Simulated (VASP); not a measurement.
Output of a VASP run:

File OSZICAR:
```
...
DAV:  11    -0.179074948220E+02    0.13204E-03   -0.80974E-04  2968   0.184E-01    0.727E-02
DAV:  12    -0.179074910655E+02    0.37565E-05   -0.77630E-05  2704   0.794E-02    0.237E-02
DAV:  13    -0.179074905372E+02    0.52837E-06   -0.48472E-06  2080   0.157E-02
   1 F= -.17907491E+02 E0= -.17908685E+02  d E =-.179075E+02
       N       E                     dE             d eps       ncg     rms          rms(c)
DAV:   1    -0.179484958467E+02   -0.41005E-01   -0.67554E-01  2688   0.102E+01    0.176E+00
DAV:   2    -0.180208610461E+02   -0.72365E-01   -0.16661E+00  2576   0.711E+00    0.312E+00
DAV:   3    -0.179123597235E+02    0.10850E+00   -0.95877E-01  2584   0.503E+00    0.475E-01
DAV:   4    -0.179083039841E+02    0.40557E-02   -0.18704E-02  2752   0.139E+00    0.136E-01
DAV:   5    -0.179080755721E+02    0.22841E-03   -0.21753E-03  2696   0.444E-01    0.578E-02
DAV:   6    -0.179080510414E+02    0.24531E-04   -0.22576E-04  2624   0.175E-01    0.191E-02
DAV:   7    -0.179080506800E+02    0.36135E-06   -0.15693E-05  2992   0.430E-02    0.651E-03
DAV:   8    -0.179080506102E+02    0.69833E-07   -0.82534E-07  1272   0.127E-02
   2 F= -.17908051E+02 E0= -.17909059E+02  d E =-.560073E-03
       N       E                     dE             d eps       ncg     rms          rms(c)
DAV:   1    -0.179130259828E+02   -0.49753E-02   -0.80636E-02  2704   0.356E+00    0.598E-01
DAV:   2    -0.179208775245E+02   -0.78515E-02   -0.19354E-01  2616   0.244E+00    0.103E+00
DAV:   3    -0.179087933583E+02    0.12084E-01   -0.10984E-01  2608   0.168E+00    0.168E-01
DAV:   4    -0.179082633057E+02    0.53005E-03   -0.22901E-03  2816   0.510E-01    0.397E-02
DAV:   5    -0.179082436616E+02    0.19644E-04   -0.26435E-04  2744   0.176E-01    0.195E-02
DAV:   6    -0.179082397629E+02    0.38987E-05   -0.24837E-05  2680   0.455E-02    0.775E-03
DAV:   7    -0.179082390250E+02    0.73784E-06   -0.22202E-06  1336   0.170E-02
   3 F= -.17908239E+02 E0= -.17909322E+02  d E =-.748488E-03
       N       E                     dE             d eps       ncg     rms          rms(c)
DAV:   1    -0.179152066397E+02   -0.69669E-02   -0.11234E-01  2568   0.429E+00    0.709E-01
DAV:   2    -0.179283417531E+02   -0.13135E-01   -0.29799E-01  2616   0.302E+00    0.132E+00
DAV:   3    -0.179089913363E+02    0.19350E-01   -0.16825E-01  2624   0.204E+00    0.182E-01
DAV:   4    -0.179083497172E+02    0.64162E-03   -0.28270E-03  2656   0.545E-01    0.542E-02
DAV:   5    -0.179083052392E+02    0.44478E-04   -0.33434E-04  2672   0.173E-01    0.235E-02
DAV:   6    -0.179082977177E+02    0.75215E-05   -0.42679E-05  2656   0.821E-02    0.771E-03
DAV:   7    -0.179082973007E+02    0.41707E-06   -0.35096E-06  2008   0.237E-02
   4 F= -.17908297E+02 E0= -.17909295E+02  d E =-.582756E-04
       N       E                     dE             d eps       ncg     rms          rms(c)
DAV:   1    -0.179094344852E+02   -0.11368E-02   -0.18073E-02  2568   0.171E+00    0.280E-01
DAV:   2    -0.179113611372E+02   -0.19267E-02   -0.45153E-02  2584   0.119E+00    0.515E-01
DAV:   3    -0.179084399392E+02    0.29212E-02   -0.25724E-02  2600   0.808E-01    0.778E-02
DAV:   4    -0.179083289479E+02    0.11099E-03   -0.52158E-04  2680   0.237E-01    0.180E-02
DAV:   5    -0.179083257296E+02    0.32182E-05   -0.47689E-05  2696   0.778E-02    0.900E-03
DAV:   6    -0.179083253041E+02    0.42550E-06   -0.48360E-06  2000   0.244E-02
   5 F= -.17908325E+02 E0= -.17909358E+02  d E =-.862791E-04
```

OUTCAR:
```
------------------------ aborting loop because EDIFF is reached ----------------------------------------
  FORCE on cell =-STRESS in cart. coord.  units (eV):
  Direction    XX          YY          ZZ          XY          YZ          ZX
  --------------------------------------------------------------------------------------
  Total        0.0006118      0.0006118      0.0048571     -0.0000000      0.0000000     -0.0000000
  in kB        0.0229789      0.0229789      0.1824240     -0.0000000      0.0000000     -0.0000000
  external PRESSURE =       0.0761273 kB  Pullay stress =       0.0000000 kB
  volume of cell :       42.66
      direct lattice vectors                 reciprocal lattice vectors
     4.446679021  0.000000028 -0.000000000     0.224886931  0.129838539 -0.000000000
    -2.223339985  3.850937539 -0.000000000    -0.000000002  0.259677023  0.000000000
     0.000000000 -0.000000000  2.491185916     0.000000000  0.000000000  0.401415243
 POSITION                                       TOTAL-FORCE (eV/Angst)
 -----------------------------------------------------------------------------------
      0.00000      0.00000      0.00000         0.000000     -0.000000     -0.000000
     -0.00000      2.56729      1.24559         0.000000      0.000000      0.000000
      2.22334      1.28364      1.24559        -0.000000     -0.000000     -0.000000
 -----------------------------------------------------------------------------------
    total drift:                                0.000000      0.000000      0.000000
  FREE ENERGIE OF THE ION-ELECTRON SYSTEM (eV)
  ---------------------------------------------------
  free  energy   TOTEN  =       -17.9083253041 eV

  energy  without entropy=      -17.9114224365  energy(sigma->0) =      -17.90935768

 reached required accuracy - stopping structural energy minimisation
```
(Selected blocks of OUTCAR.)

### POSCAR
```
MnGe2
1
    4.4418656651     0.0000000286    -0.0000000000
   -2.2209333057     3.8467690484     0.0000000000
   -0.0000000000     0.0000000000     2.5025004002
Mn Ge
1 2
Direct
  0.0000000000   0.0000000000   0.0000000000
  0.3333330000   0.6666670000   0.5000000000
  0.6666670000   0.3333330000   0.5000000000
```

### Question
Reconstruct the remaining input files.

### Answer
Several could match; the one computed here: the input of the run itself, PBEsol GGA, plane waves, VASP's PBE PAW potentials (set 64).

### INCAR
```
SYSTEM = MnGe2
PREC = Accurate
ENCUT = 400
EDIFF = 1E-6
NELM = 100
ALGO = Normal
LREAL = .FALSE.
LASPH = .TRUE.
ISMEAR = 1
SIGMA = 0.1
GGA = PS
LMAXMIX = 4
LWAVE = .FALSE.
LCHARG = .FALSE.
IBRION = 2
ISIF = 3
NSW = 60
EDIFFG = -0.02
```

File KPOINTS:
```
K-points
0
Gamma
7 7 11
0 0 0
```

POTCAR, in this order: Mn_pv Ge_d (PBE.64 set). Program: vasp_std.

The structure was generated: MnGe2 was put into the AlB2 type (P6/mmm), which need not be its known phase. This run relaxes it. Symmetry was kept, so distortions that lower it aren't found. The start is the result of an earlier pass. The run is not spin-polarised, so no magnetic state was tried. The electron count is odd and the run is not spin-polarised, which forces a metal.
